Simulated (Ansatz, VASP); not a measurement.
# Cross-check of C (Diamond) between VASP and Ansatz

Wanted: the spread between two codes on one cell, functional and k mesh. The cell is taken from a series of runs on this material, whose earlier steps may have relaxed, scaled, displaced or heated it; both programs get it as it stands.

Main program and level: Ansatz 0.2.0; plane waves, with VASP 6.6.1 beside it; zone-centre phonons at PBE.

## Step 1: Starting point

It takes space group Fd-3m (No. 227, cubic). The conventional cell has a = 3.619 Å, b = 3.619 Å, c = 3.619 Å, α = 90.00°, β = 90.00°, γ = 90.00°. C has 4 C at 1.57 Å nearest.

## Step 2: VASP: zone-centre phonons, PBE, pair 1

Second derivatives magnify differences that forces hide, and they need a tight electronic threshold.

Lines of VASP's logs that name or quote its potential files are left out, and so is its time.

File INCAR:

```
SYSTEM = C
PREC = Accurate
ENCUT = 600
EDIFF = 1E-08
NELM = 120
ISMEAR = 0
SIGMA = 0.01
LREAL = .FALSE.
ALGO = Normal
GGA = PE
NBANDS = 10
LORBIT = 11
LWAVE = .FALSE.
LCHARG = .FALSE.
ISIF = 2
IBRION = 8
LEPSILON = .TRUE.
LASPH = .TRUE.
GGA_COMPAT = .FALSE.
EFERMI = MIDGAP
KPAR = 2
```

File POSCAR:

```
C
1.0
    0.0000000000      1.8093148246      1.8093148246
    1.8093148246      0.0000000000      1.8093148246
    1.8093148246      1.8093148246      0.0000000000
C
2
Direct
    0.5000000000      0.5000000000      0.5000000000
    0.7500000000      0.7500000000      0.7500000000
```

File KPOINTS:

```
Automatic mesh
0
Gamma
12 12 12
0 0 0
```

Potentials, in the order of the species: C (PBE family, release 64).

Run with:

```
mpirun -np 2 vasp_std
```

Numbers of over 12 decimals in the logs are rounded to 6 here.

The log of the run:

```text
[banner, memory and clock lines left out]
running    2 mpi-ranks, on    1 nodes
 distrk:  each k-point on    1 cores,    2 groups
 distr:  one band on    1 cores,    1 groups

 POSCAR found type information on POSCAR C
 POSCAR found :  1 types and       2 ions
 LDA part: xc-table for (Slater+PW92), standard interpolation
 POSCAR, INCAR and KPOINTS ok, starting setup
 FFT: planning ... GRIDC
 FFT: planning ... GRID_SOFT
 FFT: planning ... GRID
 WAVECAR not read
 entering main loop
       N       E                     dE             d eps       ncg     rms          rms(c)
DAV:   1     0.232387286308E+01    0.23239E+01   -0.51942E+03  1480   0.855E+02
DAV:   2    -0.183480844721E+02   -0.20672E+02   -0.19781E+02  1980   0.137E+02
DAV:   3    -0.187250083435E+02   -0.37692E+00   -0.37597E+00  1718   0.150E+01
DAV:   4    -0.187258238437E+02   -0.81550E-03   -0.81547E-03  1582   0.784E-01
DAV:   5    -0.187258249427E+02   -0.10990E-05   -0.10990E-05  1678   0.283E-02    0.522E+00
DAV:   6    -0.183080228698E+02    0.41780E+00   -0.23321E-01  1484   0.359E+00    0.311E+00
DAV:   7    -0.181672542287E+02    0.14077E+00   -0.28602E-01  1564   0.403E+00    0.683E-01
DAV:   8    -0.181688897039E+02   -0.16355E-02   -0.71641E-03  1486   0.676E-01    0.418E-02
DAV:   9    -0.181689286322E+02   -0.38928E-04   -0.64549E-05  1760   0.688E-02    0.227E-02
DAV:  10    -0.181689488207E+02   -0.20188E-04   -0.16491E-05  1492   0.384E-02    0.476E-03
DAV:  11    -0.181689488289E+02   -0.82813E-08   -0.20845E-07  1838   0.442E-03    0.630E-04
DAV:  12    -0.181689487713E+02    0.57664E-07   -0.20540E-08  1562   0.152E-03    0.232E-04
DAV:  13    -0.181689487674E+02    0.38839E-08   -0.67322E-10   832   0.231E-04
   1 F= -.18168949E+02 E0= -.18168949E+02  d E =0.000000E+00
 Linear response reoptimize wavefunctions to high precision
DAV:   1    -0.181689487705E+02   -0.31071E-08   -0.43546E-11   944   0.706E-05
DAV:   2    -0.181689487705E+02    0.15518E-10   -0.20543E-12   750   0.139E-05
 Linear response G [H, r] |phi>, progress :
  Direction:   1
       N       E                     dE             d eps       ncg     rms
RMM:   1    -0.339520029211E+02   -0.33952E+02   -0.12482E+01  3387   0.449E+01
RMM:   2    -0.324423947321E+02    0.15096E+01   -0.11153E+00  2278   0.911E+00
RMM:   3    -0.324505636884E+02   -0.81690E-02   -0.41941E-03  2409   0.554E-01
RMM:   4    -0.324506174482E+02   -0.53760E-04   -0.35097E-05  2509   0.449E-02
RMM:   5    -0.324506181216E+02   -0.67342E-06    0.14418E-08  2503   0.472E-03
RMM:   6    -0.324506181419E+02   -0.20304E-07    0.36029E-07  2337   0.883E-04
RMM:   7    -0.324506181437E+02   -0.18377E-08    0.32234E-07  1891   0.488E-04
RMM:   8    -0.324506181431E+02    0.63694E-09    0.27269E-07  1743   0.449E-04
RMM:   9    -0.324506181431E+02    0.52893E-10    0.36555E-07  1613   0.447E-04
RMM:  10    -0.324506181509E+02   -0.78627E-08    0.30353E-07  1268   0.447E-04
 Linear response G [H, r] |phi>, progress :
  Direction:   2
       N       E                     dE             d eps       ncg     rms
RMM:   1    -0.367177929579E+02   -0.36718E+02   -0.59479E+01  3395   0.431E+01
RMM:   2    -0.331083793300E+02    0.36094E+01   -0.77380E-01  2277   0.779E+00
RMM:   3    -0.331118001899E+02   -0.34209E-02   -0.35559E-03  2404   0.467E-01
RMM:   4    -0.331117997979E+02    0.39198E-06   -0.33024E-05  2531   0.395E-02
RMM:   5    -0.331117996927E+02    0.10519E-06   -0.16404E-06  2506   0.408E-03
RMM:   6    -0.331117996885E+02    0.41678E-08   -0.12697E-06  2345   0.926E-04
RMM:   7    -0.331117996885E+02    0.44331E-10   -0.12738E-06  1912   0.601E-04
RMM:   8    -0.331117996886E+02   -0.15788E-09   -0.12594E-06  1771   0.577E-04
RMM:   9    -0.331117996950E+02   -0.63428E-08   -0.13264E-06  1644   0.577E-04
RMM:  10    -0.331117996949E+02    0.10270E-09   -0.13467E-06  1382   0.568E-04
 Linear response G [H, r] |phi>, progress :
  Direction:   3
       N       E                     dE             d eps       ncg     rms
RMM:   1    -0.217891484621E+02   -0.21789E+02    0.55992E+01  3197   0.417E+01
RMM:   2    -0.223977686922E+02   -0.60862E+00   -0.99911E-01  2248   0.824E+00
RMM:   3    -0.224006895296E+02   -0.29208E-02   -0.64173E-03  2406   0.530E-01
RMM:   4    -0.224006143355E+02    0.75194E-04   -0.80334E-05  2460   0.448E-02
RMM:   5    -0.224006125175E+02    0.18179E-05   -0.26192E-06  2422   0.496E-03
RMM:   6    -0.224006124366E+02    0.80945E-07   -0.96131E-07  2212   0.906E-04
RMM:   7    -0.224006124190E+02    0.17548E-07   -0.72558E-07  1749   0.484E-04
RMM:   8    -0.224006124395E+02   -0.20424E-07   -0.16325E-08  1576   0.440E-04
RMM:   9    -0.224006124403E+02   -0.85989E-09   -0.96626E-07  1416   0.431E-04
RMM:  10    -0.224006124406E+02   -0.24806E-09   -0.84321E-07  1114   0.431E-04
RMM:  11    -0.224006124411E+02   -0.48609E-09   -0.48218E-07   922   0.431E-04
 Linear response to external field (no local field effect), progress :
  Direction:   1
       N       E                     dE             d eps       ncg     rms          rms(c)
RMM:   1    -0.193627084156E+00   -0.19363E+00   -0.73107E-01  3166   0.234E+00
RMM:   2    -0.198564464360E+00   -0.49374E-02   -0.12575E-03  2304   0.292E-01
RMM:   3    -0.198569641868E+00   -0.51775E-05   -0.39294E-06  2328   0.124E-02
RMM:   4    -0.198569666230E+00   -0.24362E-07   -0.16340E-08  2285   0.838E-04
RMM:   5    -0.198569666356E+00   -0.12553E-09   -0.29391E-10  1707   0.620E-05
 change of polarisation eV/A/(eV/A) component  1 :     0.397     0.179     0.051
 dielectric tensor                  component  1 :     7.066     2.741     0.772
 Linear response to external field (no local field effect), progress :
  Direction:   2
       N       E                     dE             d eps       ncg     rms          rms(c)
RMM:   1    -0.191918736032E+00   -0.19192E+00   -0.70924E-01  3160   0.237E+00
RMM:   2    -0.196794571682E+00   -0.48758E-02   -0.12348E-03  2308   0.295E-01
RMM:   3    -0.196799645089E+00   -0.50734E-05   -0.41391E-06  2325   0.125E-02
RMM:   4    -0.196799671281E+00   -0.26193E-07   -0.19573E-08  2293   0.905E-04
RMM:   5    -0.196799671347E+00   -0.65346E-10   -0.10202E-09  1709   0.695E-05
 change of polarisation eV/A/(eV/A) component  2 :     0.179     0.394    -0.067
 dielectric tensor                  component  2 :     2.741     7.012    -1.028
 Linear response to external field (no local field effect), progress :
  Direction:   3
       N       E                     dE             d eps       ncg     rms          rms(c)
RMM:   1    -0.960824696486E-01   -0.96082E-01   -0.35208E-01  3101   0.175E+00
RMM:   2    -0.987033428967E-01   -0.26209E-02   -0.61850E-04  2268   0.207E-01
RMM:   3    -0.987059037227E-01   -0.25608E-05   -0.19517E-06  2312   0.942E-03
RMM:   4    -0.987059148445E-01   -0.11122E-07   -0.79464E-09  2262   0.668E-04
RMM:   5    -0.987059148860E-01   -0.41481E-10   -0.48332E-10  1636   0.545E-05
 change of polarisation eV/A/(eV/A) component  3 :     0.051    -0.067     0.197
 dielectric tensor                  component  3 :     0.772    -1.028     4.016
 Linear response to external field, progress :
  Direction:   1
       N       E                     dE             d eps       ncg     rms          rms(c)
RMM:   1    -0.160559605338E+00   -0.16056E+00   -0.59763E-01  7118   0.215E+00
RMM:   2    -0.164687504917E+00   -0.41279E-02   -0.10341E-03  5165   0.265E-01    0.743E-01
RMM:   3    -0.164212675342E+00    0.47483E-03   -0.67100E-04  5177   0.204E-01    0.443E-01
RMM:   4    -0.173264752843E+00   -0.90521E-02   -0.10555E-03  5147   0.264E-01    0.380E-02
RMM:   5    -0.174027893997E+00   -0.76314E-03   -0.17934E-05  5195   0.332E-02    0.384E-03
RMM:   6    -0.174059745426E+00   -0.31851E-04   -0.15479E-07  5407   0.368E-03    0.208E-03
RMM:   7    -0.174080430670E+00   -0.20685E-04   -0.13812E-07  5259   0.362E-03    0.138E-04
RMM:   8    -0.174080891864E+00   -0.46119E-06   -0.36913E-10  4842   0.130E-04    0.425E-05
RMM:   9    -0.174080912779E+00   -0.20915E-07   -0.21972E-10  4380   0.895E-05    0.182E-06
 change of polarisation eV/A/(eV/A) component  1 :     0.322     0.105     0.035
 dielectric tensor                  component  1 :     5.922     1.603     0.535
 Linear response to external field, progress :
  Direction:   2
       N       E                     dE             d eps       ncg     rms          rms(c)
RMM:   1    -0.160531089224E+00   -0.16053E+00   -0.59735E-01  7133   0.215E+00
RMM:   2    -0.164687480540E+00   -0.41564E-02   -0.10372E-03  5168   0.265E-01    0.743E-01
RMM:   3    -0.164212632327E+00    0.47485E-03   -0.67101E-04  5175   0.204E-01    0.443E-01
RMM:   4    -0.173264786572E+00   -0.90522E-02   -0.10556E-03  5144   0.264E-01    0.380E-02
RMM:   5    -0.174027853393E+00   -0.76307E-03   -0.17932E-05  5194   0.332E-02    0.385E-03
RMM:   6    -0.174059746284E+00   -0.31893E-04   -0.15469E-07  5405   0.368E-03    0.208E-03
RMM:   7    -0.174080422045E+00   -0.20676E-04   -0.13820E-07  5256   0.362E-03    0.138E-04
RMM:   8    -0.174080888735E+00   -0.46669E-06   -0.64573E-10  4844   0.133E-04    0.425E-05
RMM:   9    -0.174080906958E+00   -0.18223E-07   -0.52832E-10  4370   0.930E-05    0.182E-06
 change of polarisation eV/A/(eV/A) component  2 :     0.086     0.322    -0.002
 dielectric tensor                  component  2 :     1.319     5.922    -0.037
 Linear response to external field, progress :
  Direction:   3
       N       E                     dE             d eps       ncg     rms          rms(c)
RMM:   1    -0.160537595355E+00   -0.16054E+00   -0.59741E-01  7133   0.215E+00
RMM:   2    -0.164687410117E+00   -0.41498E-02   -0.10403E-03  5166   0.265E-01    0.743E-01
RMM:   3    -0.164212577868E+00    0.47483E-03   -0.67304E-04  5178   0.204E-01    0.443E-01
RMM:   4    -0.173264496517E+00   -0.90519E-02   -0.10576E-03  5145   0.264E-01    0.380E-02
RMM:   5    -0.174027883074E+00   -0.76339E-03   -0.17932E-05  5195   0.332E-02    0.385E-03
RMM:   6    -0.174059750643E+00   -0.31868E-04   -0.15598E-07  5406   0.369E-03    0.208E-03
RMM:   7    -0.174080430675E+00   -0.20680E-04   -0.13811E-07  5264   0.362E-03    0.138E-04
RMM:   8    -0.174080883582E+00   -0.45291E-06   -0.64709E-10  4847   0.134E-04    0.426E-05
RMM:   9    -0.174080907594E+00   -0.24011E-07   -0.53137E-10  4389   0.931E-05    0.183E-06
 change of polarisation eV/A/(eV/A) component  3 :     0.014     0.067     0.322
 dielectric tensor                  component  3 :     0.208     1.019     5.922
 Linear response DOF=           1
 Linear response progress:
  Degree of freedom:   1/  1
       N       E                     dE             d eps       ncg     rms          rms(c)
RMM:   1    -0.118414443421E+00   -0.11841E+00   -0.97223E-03 13405   0.204E+00
RMM:   2    -0.110131610337E+00    0.82828E-02   -0.32928E-03  8526   0.388E-01    0.166E-01
RMM:   3    -0.110258953278E+00   -0.12734E-03   -0.26973E-04  8473   0.926E-02    0.928E-02
RMM:   4    -0.110953781518E+00   -0.69483E-03   -0.29586E-04  8357   0.972E-02    0.133E-02
RMM:   5    -0.110879216041E+00    0.74565E-04   -0.20813E-05  9080   0.144E-02    0.991E-04
RMM:   6    -0.110874671211E+00    0.45448E-05   -0.16172E-06  9139   0.982E-04    0.524E-04
RMM:   7    -0.110870889182E+00    0.37820E-05   -0.53058E-07  9225   0.596E-04    0.671E-05
RMM:   8    -0.110870847022E+00    0.42160E-07   -0.26156E-09  9464   0.114E-04    0.147E-05
RMM:   9    -0.110870689102E+00    0.15792E-06    0.55565E-09  9629   0.557E-05    0.383E-06
RMM:  10    -0.110870699505E+00   -0.10402E-07   -0.79321E-09  8718   0.403E-05    0.228E-07
RMM:  11    -0.110870699730E+00   -0.22583E-09   -0.27173E-08  6271   0.351E-05    0.818E-08
 first order change of Fermi-energy  -0.49169E+01
 force on displaced ion       1 direction 1 : -34.166   0.000   0.000
 Born effective charge ion    1 direction 1 :   0.000   0.000   0.000
 Born effective charges drift removed
 Linear response finished
```

Parts of OUTCAR (step 2):

```text
ion  position               nearest neighbor table
   1  0.500  0.500  0.500-   2 1.57   2 1.57   2 1.57   2 1.57
   2  0.750  0.750  0.750-   1 1.57   1 1.57   1 1.57   1 1.57

  LATTYP: Found a face centered cubic cell.
 ALAT       =     3.6186296492

 Subroutine GETGRP returns: Found 48 space group operations
 (whereof 24 operations were pure point group operations)

The static configuration has the point symmetry T_d .
 The point group associated with its full space group is O_h .

 Found     72 irreducible k-points:

   k-points           NKPTS =     72   k-points in BZ     NKDIM =     72   number of bands    NBANDS=     10

   dimension x,y,z NGX =    20 NGY =   20 NGZ =   20
   dimension x,y,z NGXF=    40 NGYF=   40 NGZF=   40

   ENCUT  =  600.0 eV  44.10 Ry    6.64 a.u.   5.11  5.11  5.11*2*pi/ulx,y,z

   NELECT =       8.0000    total number of electrons

 k-points in reciprocal lattice and weights: Automatic mesh
   0.00000000  0.00000000  0.00000000       0.001
   0.08333333  0.00000000  0.00000000       0.005
   0.16666667  0.00000000  0.00000000       0.005
   0.25000000  0.00000000  0.00000000       0.005
   0.33333333  0.00000000  0.00000000       0.005
   0.41666667  0.00000000  0.00000000       0.005
   0.50000000  0.00000000  0.00000000       0.002
   0.08333333  0.08333333  0.00000000       0.003
   0.16666667  0.08333333  0.00000000       0.014
[...]
-0.33333333  0.50000000  0.16666667       0.007
  -0.25000000  0.50000000  0.25000000       0.003

 average (electrostatic) potential at core
       1 -46.0091       2 -46.0091

  Total       -1.1744525     -1.1744525     -1.1744525      0.0000000      0.0000000      0.0000000
  in kB     -158.8450300   -158.8450300   -158.8450300      0.0000000      0.0000000      0.0000000
  external PRESSURE =    -158.8450300 kB  Pullay stress =       0.0000000 kB

  energy-cutoff  :      600.00
  volume of cell :       11.85
      direct lattice vectors                 reciprocal lattice vectors
     0.000000000  1.809314825  1.809314825    -0.276347705  0.276347705  0.276347705
     1.809314825  0.000000000  1.809314825     0.276347705 -0.276347705  0.276347705
     1.809314825  1.809314825  0.000000000     0.276347705  0.276347705 -0.276347705

 POSITION                                       TOTAL-FORCE (eV/Angst)
 -----------------------------------------------------------------------------------
      1.80931      1.80931      1.80931        -0.000000     -0.000000     -0.000000
      2.71397      2.71397      2.71397         0.000000      0.000000      0.000000
 -----------------------------------------------------------------------------------
    total drift:                                0.000000     -0.000000      0.000000

 MACROSCOPIC STATIC DIELECTRIC TENSOR (including local field effects in DFT)
 ------------------------------------------------------
           5.921978    -0.000000     0.000000
           0.000000     5.921978     0.000000
          -0.000000    -0.000000     5.921978
 ------------------------------------------------------

 PIEZOELECTRIC TENSOR (including local field effects)  for field in x, y, z        (C/m^2)
          XX          YY          ZZ          XY          YZ          ZX
  --------------------------------------------------------------------------------
  x     0.00000    -0.00000     0.00000     0.00000     0.00000     0.00000
  y     0.00000     0.00000    -0.00000     0.00000    -0.00000     0.00000
  z     0.00000     0.00000     0.00000    -0.00000     0.00000     0.00000

 BORN EFFECTIVE CHARGES (including local field effects) (in |e|, cummulative output)
 ---------------------------------------------------------------------------------
 ion    1
    1    -0.00000     0.00000    -0.00000
    2     0.00000    -0.00000     0.00000
    3     0.00000     0.00000    -0.00000
 ion    2
    1     0.00000    -0.00000     0.00000
    2    -0.00000     0.00000    -0.00000
    3    -0.00000     0.00000     0.00000

 Eigenvectors and eigenvalues of the dynamical matrix
 ----------------------------------------------------

   1 f  =   37.288211 THz   234.288737 2PiTHz 1243.800822 cm-1   154.211578 meV
             X         Y         Z           dx          dy          dz
      1.809315  1.809315  1.809315     0.000000   -0.707107    0.000000
      2.713972  2.713972  2.713972     0.000000    0.707107    0.000000

   2 f  =   37.288211 THz   234.288737 2PiTHz 1243.800822 cm-1   154.211578 meV
             X         Y         Z           dx          dy          dz
      1.809315  1.809315  1.809315    -0.707107    0.000000    0.000000
      2.713972  2.713972  2.713972     0.707107    0.000000    0.000000

   3 f  =   37.288211 THz   234.288737 2PiTHz 1243.800822 cm-1   154.211578 meV
             X         Y         Z           dx          dy          dz
      1.809315  1.809315  1.809315     0.000000    0.000000   -0.707107
      2.713972  2.713972  2.713972     0.000000    0.000000    0.707107

   4 f  =    0.000000 THz     0.000000 2PiTHz    0.000000 cm-1     0.000000 meV
             X         Y         Z           dx          dy          dz
      1.809315  1.809315  1.809315     0.707107    0.000000    0.000000
      2.713972  2.713972  2.713972     0.707107    0.000000    0.000000

   5 f  =    0.000000 THz     0.000000 2PiTHz    0.000000 cm-1     0.000000 meV
             X         Y         Z           dx          dy          dz
      1.809315  1.809315  1.809315     0.000000    0.707107    0.000000
      2.713972  2.713972  2.713972     0.000000    0.707107    0.000000

   6 f  =    0.000000 THz     0.000000 2PiTHz    0.000000 cm-1     0.000000 meV
             X         Y         Z           dx          dy          dz
      1.809315  1.809315  1.809315     0.000000    0.000000    0.707107
      2.713972  2.713972  2.713972     0.000000    0.000000    0.707107

 MACROSCOPIC STATIC DIELECTRIC TENSOR IONIC CONTRIBUTION
 ------------------------------------------------------
           0.000000    -0.000000    -0.000000
          -0.000000     0.000000    -0.000000
          -0.000000    -0.000000     0.000000
 ------------------------------------------------------

 ELASTIC MODULI CONTR FROM IONIC RELAXATION (kBar)
 Direction    XX          YY          ZZ          XY          YZ          ZX
 --------------------------------------------------------------------------------
 XX          -0.0000      0.0000      0.0000      0.0000     -0.0000      0.0000
 YY           0.0000     -0.0000     -0.0000      0.0000      0.0000      0.0000
 ZZ           0.0000     -0.0000     -0.0000     -0.0000      0.0000      0.0000
 XY           0.0000      0.0000     -0.0000     -2.1236      0.0000      0.0000
 YZ          -0.0000      0.0000      0.0000      0.0000     -2.1236      0.0000
 ZX           0.0000      0.0000      0.0000      0.0000      0.0000     -2.1236
 --------------------------------------------------------------------------------

 PIEZOELECTRIC TENSOR IONIC CONTR  for field in x, y, z        (C/m^2)
          XX          YY          ZZ          XY          YZ          ZX
  --------------------------------------------------------------------------------
  x    -0.00000     0.00000     0.00000    -0.00000    -0.00000     0.00000
  y     0.00000     0.00000     0.00000     0.00000     0.00000    -0.00000
  z     0.00000     0.00000    -0.00000    -0.00000     0.00000     0.00000
```

[end of part 1 of 2]

[Lines on the potential files, build, host, timing and source positions are cut from VASP's logs without a mark.]

[Logs are printed without paths, hosts, clocks, repeated set-up lines and the standing remarks that a program may print on its own settings, such as how far it seeks lower states.]

[Hosts, paths, dates, database ids (printed as entryN), source tags and the programs' standing remarks are cut or masked in the printed files.]
